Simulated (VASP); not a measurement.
Calculation: PBEsol GGA, VASP's PBE PAW potentials (set 64) (plane waves; VASP).

The input files of a VASP run:

**KPOINTS**
```
Automatic mesh
0
gamma
 10 10 10
0 0 0
```

**INCAR**
```
! general
SYSTEM=AlN
PREC  =Accurate
ENCUT =620   ! plane-wave cut-off (eV)
LREAL =F   ! projection in real space or not
LASPH =T   ! aspherical one-centre terms

! electronic loop
EDIFF =1E-6
NELM  =100
ALGO  =Normal   ! blocked Davidson

! smearing
ISMEAR=0   ! Gaussian
SIGMA =0.05

! functional
GGA   =PS   ! PBEsol

! ions
IBRION=2   ! conjugate gradients
NSW   =40
ISIF  =3
EDIFFG=-0.02   ! ionic stop

! output
LWAVE =F
LCHARG=F
```

File POSCAR:
```
AlN
1
    0.0000000000     2.1888460827     2.1888460827
    2.1888460827     0.0000000000     2.1888460827
    2.1888460827     2.1888460827     0.0000000000
Al N
1 1
Direct
  0.0000000000   0.0000000000   0.0000000000
  0.2500000000   0.2500000000   0.2500000000
```

POTCAR, in this order: Al N (PBE.64 set). Program: vasp_std.

The resulting files:

**OSZICAR**
```
       N       E                     dE             d eps       ncg     rms          rms(c)
DAV:   1     0.160827305818E+02    0.16083E+02   -0.45092E+03   768   0.974E+02
DAV:   2    -0.171018772217E+02   -0.33185E+02   -0.31082E+02  1008   0.170E+02
DAV:   3    -0.178308064631E+02   -0.72893E+00   -0.72893E+00   848   0.318E+01
DAV:   4    -0.178338728652E+02   -0.30664E-02   -0.30664E-02  1168   0.203E+00
DAV:   5    -0.178338780737E+02   -0.52086E-05   -0.52086E-05   880   0.569E-02    0.824E+00
DAV:   6    -0.156598038992E+02    0.21741E+01   -0.12371E+01   888   0.237E+01    0.292E+00
DAV:   7    -0.156315698302E+02    0.28234E-01   -0.94335E-02   800   0.316E+00    0.193E+00
DAV:   8    -0.156140187130E+02    0.17551E-01   -0.19453E-02   872   0.197E+00    0.388E-01
DAV:   9    -0.156137671926E+02    0.25152E-03   -0.70103E-04  1048   0.228E-01    0.201E-01
DAV:  10    -0.156138144140E+02   -0.47221E-04   -0.12764E-04   888   0.991E-02    0.507E-02
DAV:  11    -0.156138124357E+02    0.19783E-05   -0.41187E-06   872   0.190E-02    0.104E-02
DAV:  12    -0.156138125494E+02   -0.11373E-06   -0.22607E-07   448   0.556E-03
   1 F= -.15613813E+02 E0= -.15613813E+02  d E =-.156138E+02
```

**OUTCAR**
```
------------------------ aborting loop because EDIFF is reached ----------------------------------------
  FORCE on cell =-STRESS in cart. coord.  units (eV):
  Direction    XX          YY          ZZ          XY          YZ          ZX
  --------------------------------------------------------------------------------------
  Total       -0.0238523     -0.0238523     -0.0238523      0.0000000     -0.0000000      0.0000000
  in kB       -1.8220670     -1.8220670     -1.8220670      0.0000000     -0.0000000      0.0000000
  external PRESSURE =      -1.8220670 kB  Pullay stress =       0.0000000 kB
  volume of cell :       20.97
      direct lattice vectors                 reciprocal lattice vectors
     0.000000000  2.188846083  2.188846083    -0.228430863  0.228430863  0.228430863
     2.188846083  0.000000000  2.188846083     0.228430863 -0.228430863  0.228430863
     2.188846083  2.188846083  0.000000000     0.228430863  0.228430863 -0.228430863
  FREE ENERGIE OF THE ION-ELECTRON SYSTEM (eV)
  ---------------------------------------------------
  free  energy   TOTEN  =       -15.6138125494 eV

  energy  without entropy=      -15.6138125494  energy(sigma->0) =      -15.61381255

 reached required accuracy - stopping structural energy minimisation
```
(Selected blocks of OUTCAR.)

The structure was generated: AlN was put into the zinc blende type (F-43m), which need not be its known phase. It was relaxed first.
